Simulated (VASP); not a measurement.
Here is the system:

```
Te
1.0
    4.45429     0.00000     0.00000
   -2.22714     3.85753     0.00000
    0.00000     0.00000     5.94149
Te
3
Cartesian
  1.19462   0.00000   1.98049
 -0.59731   1.03457   3.96100
  1.62983   2.82295   0.00000
```

Method: SCAN meta-GGA, VASP's PBE PAW potentials (set 64) (plane waves; VASP 6.6.1). Numerical set-up: 400 eV cut-off, 5×5×4 Γ-centred mesh, Gaussian smearing of 0.050 eV, potentials Te.

Problem. Predict the energy per atom (σ→0).

Solution. 
```yaml
energy per atom (σ→0): -37.252 eV/atom
```

Total energies compare only between runs with the same potentials, cut-off and functional.

The structure comes from a measured Te entry (P3_121) of the Crystallography Open Database, whose conditions weren't checked. It was relaxed first. The start is the result of an earlier pass.
